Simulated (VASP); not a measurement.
Set up this calculation in VASP 6.6.1, as the native input.

| Property | Result |
| --- | --- |
| Task | relaxation of cell and atoms |
| Functional | PBE |
| Potentials or basis | VASP PAW PBE potentials, release 64 (Cd, Sb, O) |
| Cutoff | 520 eV |
| k mesh | 6 × 4 × 8 |
| Occupations | gaussian, width 0.1 eV |
| Spin | no spin polarisation |
| Further INCAR settings | ALGO = Normal; EDIFF = 1e-06; IBRION = 2; EDIFFG = -0.01; NSW = 90; ISIF = 3 |

The structure of CdSb2O4 lies in POSCAR:

```
CdSb2O4
1.0
    6.1260000000      0.0000000000      0.0000000000
    0.0000000000      9.6230000000      0.0000000000
    0.0000000000      0.0000000000      3.6250000000
Cd Sb O
2 4 8
Direct
    0.5000000000      0.0000000000      0.0000000000
    0.0000000000      0.5000000000      0.0000000000
    0.9888997700      0.1776992600      0.5000000000
    0.0111002300      0.8223007400      0.5000000000
    0.4888997700      0.3223007400      0.5000000000
    0.5111002300      0.6776992600      0.5000000000
    0.6096963800      0.2294502800      0.0000000000
    0.3903036200      0.7705497200      0.0000000000
    0.7744041800      0.9705912900      0.5000000000
    0.2255958200      0.0294087100      0.5000000000
    0.1096963800      0.2705497200      0.0000000000
    0.8903036200      0.7294502800      0.0000000000
    0.7255958200      0.4705912900      0.5000000000
    0.2744041800      0.5294087100      0.5000000000
```

The cell was built by a generator and needn't be a form met in nature.

One way to write it, as run:

INCAR

```
SYSTEM = CdSb2O4
  ALGO = Normal
  EDIFF = 1E-6
  EDIFFG = -0.01
  ENCUT = 520
  GGA = PE
  IBRION = 2
  ISIF = 3
  ISMEAR = 0
  KPAR = 8
  LASPH = .True.
  LCHARG = .False.
  LREAL = .False.
  LWAVE = .False.
  NELM = 120
  NSW = 90
  PREC = Accurate
  SIGMA = 0.1
```

KPOINTS

```
k-points
0
Gamma
  6 4 8
  0 0 0
```

Potentials or basis: VASP PAW PBE potentials, release 64 (Cd, Sb, O).

Run with:

```console
$ cat potpaw_PBE.64/Cd/POTCAR potpaw_PBE.64/Sb/POTCAR potpaw_PBE.64/O/POTCAR > POTCAR
$ mpirun -np 8 vasp_std > vasp.out
```

Results of the run:

- Relaxed volume: 16.99 Å³/atom
- Relaxed cell: a = 6.914 Å, b = 10.057 Å, c = 3.420 Å, α = 90.00°, β = 90.00°, γ = 90.00°
- Space group after relaxing (to 0.05 Å): Pbam (No. 55)
- Energy gained by relaxing: 133.0 meV/atom
- Ionic steps: 79
- Pressure after relaxing: 0.0 GPa
- Largest force after relaxing: 0.005 eV/Å
- Band gap on the k mesh: 2.10 eV, indirect (least direct gap 2.29 eV)

Caveat: spin-orbit coupling is left out, which moves the levels of the heavy elements.

Wall time 70 min on 8 MPI ranks on Intel(R) Xeon(R) 6975P-C (Granite Rapids), with other jobs on the host, peak memory 0.76 GiB a rank.
